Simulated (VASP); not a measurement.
Computed with r2SCAN meta-GGA, VASP's PBE PAW potentials (set 64) (plane waves; VASP 6.6.1).

The input files of a VASP run:

### INCAR
```
LASPH=.TRUE.
IBRION=2   # conjugate gradients
LMIXTAU=.TRUE.
LMAXMIX=4   # l cut-off of mixed one-centre charges
NSW=60
SYSTEM=V
SIGMA=0.1   # width (eV)
ALGO=Normal   # blocked Davidson
ISMEAR=1   # Methfessel-Paxton
EDIFF=1E-6   # SCF stop (eV)
NELM=100
ENCUT=520   # plane-wave cut-off (eV)
PREC=Accurate
EDIFFG=-0.01   # ionic stop
METAGGA=R2SCAN
LREAL=.FALSE.
ISIF=3   # ions, shape and volume
LCHARG=.FALSE.
LWAVE=.FALSE.
```

File POSCAR:
```
V
1
   -1.5150000000     1.5150000000     1.5150000000
    1.5150000000    -1.5150000000     1.5150000000
    1.5150000000     1.5150000000    -1.5150000000
V
1
Direct
  0.0000000000   0.0000000000   0.0000000000
```

**KPOINTS**
```
Automatic mesh
0
Gamma
 15 15 15
```

POTCAR, in this order: V_sv (PBE.64 set). Program: vasp_std.

The run wrote:

**OUTCAR**
```
 ion  position               nearest neighbor table
   1  0.000  0.000  0.000-
  LATTYP: Found a body centered cubic cell.
 ALAT       =     3.0300000000
 Subroutine PRICEL returns:
 Original cell was already a primitive cell.
 Subroutine GETGRP returns: Found 48 space group operations
The static configuration has the point symmetry O_h .
The dynamic configuration has the point symmetry O_h .
 Subroutine INISYM returns: Found 48 space group operations
 Subroutine IBZKPT returns following result:
 Found    120 irreducible k-points:

 Following reciprocal coordinates:
            Coordinates               Weight
  0.000000  0.000000  0.000000      1.000000
  0.066667  0.000000  0.000000     12.000000
  0.133333  0.000000  0.000000     12.000000
  0.200000  0.000000  0.000000     12.000000
  0.266667  0.000000  0.000000     12.000000
  0.333333  0.000000  0.000000     12.000000
  0.400000  0.000000  0.000000     12.000000
  0.466667  0.000000  0.000000     12.000000
  0.066667  0.066667  0.000000     24.000000
  0.133333  0.066667  0.000000     48.000000
...
```

**OSZICAR**
```
       N       E                     dE             d eps       ncg     rms          rms(c)
DAV:   1     0.831620994635E+02    0.83162E+02   -0.75532E+03  2400   0.145E+03
DAV:   2    -0.173100768728E+02   -0.10047E+03   -0.98696E+02  2472   0.385E+02
DAV:   3    -0.189248691905E+02   -0.16148E+01   -0.15538E+01  2520   0.574E+01
DAV:   4    -0.189376273674E+02   -0.12758E-01   -0.12753E-01  2468   0.518E+00
DAV:   5    -0.189377662959E+02   -0.13893E-03   -0.13893E-03  2518   0.564E-01    0.217E+01
DAV:   6    -0.138134574885E+02    0.51243E+01   -0.14555E+01  2410   0.617E+01    0.387E+00
DAV:   7    -0.141273615838E+02   -0.31390E+00   -0.12600E+00  2404   0.165E+01    0.202E+00
DAV:   8    -0.140930175411E+02    0.34344E-01   -0.22467E-01  2402   0.699E+00    0.870E-01
DAV:   9    -0.141188654775E+02   -0.25848E-01   -0.17396E-02  2404   0.203E+00    0.809E-01
DAV:  10    -0.141145011280E+02    0.43643E-02   -0.25766E-02  2408   0.237E+00    0.805E-02
DAV:  11    -0.141153367479E+02   -0.83562E-03   -0.12770E-03  2400   0.530E-01    0.153E-01
DAV:  12    -0.141146152828E+02    0.72147E-03   -0.63409E-04  2402   0.322E-01    0.142E-01
DAV:  13    -0.141143113478E+02    0.30393E-03   -0.80446E-04  2412   0.407E-01    0.354E-03
DAV:  14    -0.141143141756E+02   -0.28278E-05   -0.80627E-06  2406   0.408E-02    0.442E-03
DAV:  15    -0.141143117323E+02    0.24433E-05   -0.45211E-07  1226   0.959E-03    0.117E-03
DAV:  16    -0.141143126870E+02   -0.95469E-06   -0.55192E-08  1200   0.350E-03
   1 F= -.14114313E+02 E0= -.14114186E+02  d E =-.141143E+02
       N       E                     dE             d eps       ncg     rms          rms(c)
DAV:   1    -0.163650680793E+02   -0.22508E+01   -0.48779E+01  2400   0.122E+02    0.183E+01
DAV:   2    -0.140575811361E+02    0.23075E+01   -0.80942E+00  2408   0.466E+01    0.374E+00
DAV:   3    -0.141014061703E+02   -0.43825E-01   -0.99991E-02  2400   0.434E+00    0.229E+00
DAV:   4    -0.140288120882E+02    0.72594E-01   -0.14596E-01  2400   0.465E+00    0.928E-01
DAV:   5    -0.140974630941E+02   -0.68651E-01   -0.86451E-02  2400   0.398E+00    0.407E-01
DAV:   6    -0.141028412842E+02   -0.53782E-02   -0.75114E-03  2400   0.131E+00    0.298E-02
DAV:   7    -0.141031530217E+02   -0.31174E-03   -0.82649E-04  2400   0.473E-01    0.182E-02
DAV:   8    -0.141032220117E+02   -0.68990E-04   -0.46896E-05  2402   0.119E-01    0.156E-02
DAV:   9    -0.141032280222E+02   -0.60105E-05   -0.84725E-06  2414   0.415E-02    0.217E-03
DAV:  10    -0.141032484323E+02   -0.20410E-04   -0.97807E-07  1356   0.167E-02    0.149E-03
DAV:  11    -0.141032380292E+02    0.10403E-04   -0.18724E-07  1200   0.861E-03    0.752E-04
DAV:  12    -0.141032417552E+02   -0.37260E-05   -0.39874E-08  1200   0.392E-03    0.483E-05
DAV:  13    -0.141032406255E+02    0.11297E-05   -0.90004E-09  1200   0.197E-03    0.153E-04
DAV:  14    -0.141032412902E+02   -0.66472E-06   -0.95950E-10  1200   0.544E-04
   2 F= -.14103241E+02 E0= -.14103583E+02  d E =0.110714E-01
       N       E                     dE             d eps       ncg     rms          rms(c)
DAV:   1    -0.148877956105E+02   -0.78455E+00   -0.16601E+01  2402   0.758E+01    0.911E+00
DAV:   2    -0.141100448149E+02    0.77775E+00   -0.36249E+00  2416   0.274E+01    0.171E+00
DAV:   3    -0.141288507657E+02   -0.18806E-01   -0.39450E-02  2400   0.264E+00    0.794E-01
DAV:   4    -0.141051707182E+02    0.23680E-01   -0.49880E-02  2400   0.272E+00    0.302E-01
DAV:   5    -0.141297706253E+02   -0.24600E-01   -0.26384E-02  2400   0.216E+00    0.158E-01
DAV:   6    -0.141301849700E+02   -0.41434E-03   -0.10815E-03  2400   0.525E-01    0.235E-02
DAV:   7    -0.141306825294E+02   -0.49756E-03   -0.51214E-04  2400   0.355E-01    0.815E-03
DAV:   8    -0.141306591938E+02    0.23336E-04   -0.67870E-06  2416   0.393E-02    0.332E-03
DAV:   9    -0.141306704925E+02   -0.11299E-04   -0.22869E-06  2346   0.222E-02    0.268E-03
DAV:  10    -0.141306514688E+02    0.19024E-04   -0.51127E-07  1200   0.126E-02    0.869E-04
DAV:  11    -0.141306580178E+02   -0.65490E-05   -0.33031E-08  1200   0.329E-03    0.126E-04
DAV:  12    -0.141306562275E+02    0.17903E-05   -0.32978E-09  1200   0.936E-04    0.758E-05
DAV:  13    -0.141306567179E+02   -0.49039E-06   -0.14308E-09  1200   0.649E-04
   3 F= -.14130657E+02 E0= -.14130616E+02  d E =-.163440E-01
```

**OUTCAR**
```
------------------------ aborting loop because EDIFF is reached ----------------------------------------
  FORCE on cell =-STRESS in cart. coord.  units (eV):
  Direction    XX          YY          ZZ          XY          YZ          ZX
  --------------------------------------------------------------------------------------
  Total       -0.0095518     -0.0095518     -0.0095518     -0.0000000      0.0000000      0.0000000
  in kB       -1.1514914     -1.1514914     -1.1514914     -0.0000000      0.0000000      0.0000000
  external PRESSURE =      -1.1514914 kB  Pullay stress =       0.0000000 kB
  volume of cell :       13.29
      direct lattice vectors                 reciprocal lattice vectors
    -1.492195356  1.492195356  1.492195356     0.000000000  0.335076770  0.335076770
     1.492195356 -1.492195356  1.492195356     0.335076770  0.000000000  0.335076770
     1.492195356  1.492195356 -1.492195356     0.335076770  0.335076770  0.000000000
 POSITION                                       TOTAL-FORCE (eV/Angst)
 -----------------------------------------------------------------------------------
      0.00000      0.00000      0.00000        -0.000000     -0.000000      0.000000
 -----------------------------------------------------------------------------------
    total drift:                                0.000000     -0.000000      0.000000
  FREE ENERGIE OF THE ION-ELECTRON SYSTEM (eV)
  ---------------------------------------------------
  free  energy   TOTEN  =       -14.1306567179 eV

  energy  without entropy=      -14.1305357917  energy(sigma->0) =      -14.13061641

 reached required accuracy - stopping structural energy minimisation
```
(Selected blocks of OUTCAR.)

File CONTCAR:
```
V
   1.00000000000000
    -1.4921953564757597    1.4921953564757597    1.4921953564757597
     1.4921953564757597   -1.4921953564757597    1.4921953564757597
     1.4921953564757597    1.4921953564757597   -1.4921953564757597
  V
     1
Direct
     0.0000000000000000    0.0000000000000000    0.0000000000000000
```

Energy and stress use the plane-wave basis of the starting cell.

The compound is V in the bcc structure. This run relaxes it. Symmetry was kept, so distortions that lower it aren't found. The run is not spin-polarised, so no magnetic state was tried.
